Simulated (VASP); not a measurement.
## SiB: relaxation of cell and atoms with PBE

SiB:

```
Si B
1.0
     3.40994    0.00000    0.00000
    -1.70497    2.95309    0.00000
     0.00000    0.00000    9.45500
Si B
4 4
Direct
  0.00000 0.00000 0.14595
  0.00000 0.00000 0.85405
  0.33333 0.66667 0.34225
  0.33333 0.66667 0.65775
  0.66667 0.33333 0.40984
  0.66667 0.33333 0.59016
  0.33333 0.66667 0.10079
  0.33333 0.66667 0.89921
```

The cell was built by a generator and needn't be a form met in nature.

| Property | Result |
| --- | --- |
| Program | VASP 6.6.1 |
| Task | relaxation of cell and atoms |
| Functional | PBE |
| Potentials or basis | VASP PAW PBE potentials, release 64 (Si, B) |
| Cutoff | 520 eV |
| k mesh | 10 × 10 × 4 |
| Occupations | gaussian, width 0.1 eV |
| Spin | no spin polarisation |
| Further INCAR settings | ALGO = Normal; EDIFF = 1e-06; IBRION = 2; EDIFFG = -0.01; NSW = 90; ISIF = 3 |

* Relaxed volume: 11.93 Å³/atom
* Relaxed cell: a = 3.407 Å, b = 3.407 Å, c = 9.497 Å, α = 90.00°, β = 90.00°, γ = 120.00°
* Space group after relaxing (to 0.05 Å): P-6m2 (No. 187)
* Energy gained by relaxing: 0.5 meV/atom
* Ionic steps: 7
* Pressure after relaxing: 0.1 GPa
* Largest force after relaxing: 0.010 eV/Å
* Band gap on the k mesh: none (metal or under the smearing width)

Forces in eV/Å, atoms in the order of the input:
```
Si   0.000  0.000  0.006
Si   0.000  0.000 -0.006
Si   0.000  0.000 -0.004
Si   0.000  0.000  0.004
B    0.000  0.000 -0.006
B    0.000  0.000  0.006
B    0.000  0.000  0.010
B    0.000  0.000 -0.010
```

The path:
| step | energy change (eV) | largest force (eV/Å) | pressure (GPa) | volume (Å³) |
| --- | --- | --- | --- | --- |
| 1 | 0.0000 | 0.1106 | -0.04 | 95.21 |
| 2 | -0.0020 | 0.0749 | 0.10 | 95.17 |
| 3 | -0.0021 | 0.0680 | 0.16 | 95.15 |
| 4 | -0.0031 | 0.0355 | 0.04 | 95.30 |
| 5 | -0.0032 | 0.0449 | -0.02 | 95.38 |
| 6 | -0.0036 | 0.0255 | 0.04 | 95.42 |
| 7 | -0.0038 | 0.0100 | 0.11 | 95.45 |

Final structure:
```xyz
8
Lattice="3.4068 0.0000 0.0000 -1.7034 2.9503 0.0000 0.0000 0.0000 9.4967" Properties=species:S:1:pos:R:3 pbc="T T T"
Si    1.7034    2.9503    1.3663
Si    0.0000    0.0000    8.1304
Si    0.0000    1.9669    3.2642
Si    0.0000    1.9669    6.2325
B     1.7034    0.9834    3.8890
B     1.7034    0.9834    5.6078
B     0.0000    1.9669    0.9631
B     0.0000    1.9669    8.5336
```

Levels at points of the mesh, in eV from the Fermi level:
```tsv
k point	band 12	band 13	band 14	band 15	band 16	band 17
(0.00, 0.00, 0.00)	-0.44	-0.44	1.28	1.28	2.02	2.94
(0.50, 0.00, 0.00)	-2.52	-2.52	-0.13	0.00	0.81	0.85
(0.00, 0.00, 0.50)	-0.20	1.13	1.13	1.42	1.98	2.91
(0.50, 0.00, 0.50)	-2.28	-1.42	-0.67	-0.66	-0.33	0.72
```

Run time: 45 s on 4 MPI ranks on Intel(R) Xeon(R) Platinum 8559C (Emerald Rapids), on a shared host, peak memory 0.24 GiB a rank.
